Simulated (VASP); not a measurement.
Input:

```yaml
crystal:
  lattice:
    - [0.00000, 3.04036, 3.04036]
    - [3.04036, 0.00000, 3.04036]
    - [3.04036, 3.04036, 0.00000]
  atoms:
    - { symbol: Cu, position: [0.00000, 0.00000, 0.00000] }
    - { symbol: I, position: [0.25000, 0.25000, 0.25000] }
```

Method: PBE GGA, VASP's PBE PAW potentials (set 64) (plane waves; VASP 6.6.1). Settings: 520 eV cut-off, Gaussian smearing of 0.050 eV, potentials Cu I.

Unless said otherwise, spin-orbit coupling is left out, though it shifts the bands of the heavy elements here.

Q: Give the energies of bands 2 to 12 at the high-symmetry points, in eV from the valence-band maximum.

A: 
```csv
band,Γ,X,U,L,W
2,-3.60,-5.51,-5.21,-5.53,-5.06
3,-3.60,-3.71,-4.35,-3.58,-4.48
4,-3.60,-3.71,-3.65,-3.58,-3.80
5,-1.81,-1.84,-1.94,-1.79,-1.88
6,-1.81,-1.76,-1.79,-1.79,-1.86
7,0.00,-1.73,-1.68,-1.74,-1.73
8,0.00,-1.47,-1.48,-0.69,-1.57
9,0.00,-1.47,-1.22,-0.69,-1.23
10,1.12,2.73,3.10,2.15,4.46
11,4.88,2.91,4.61,5.41,4.65
12,4.88,9.13,7.50,5.41,6.01
```

The gap is direct, 1.12 eV, from the valence maximum at Γ to the conduction minimum at Γ.

Measured: gap 3.12 eV (computed value off by -2.00 eV), as given by Abedi et al., (2022), arXiv:2211.14644.

The compound is CuI in the zinc blende structure. It was relaxed first.
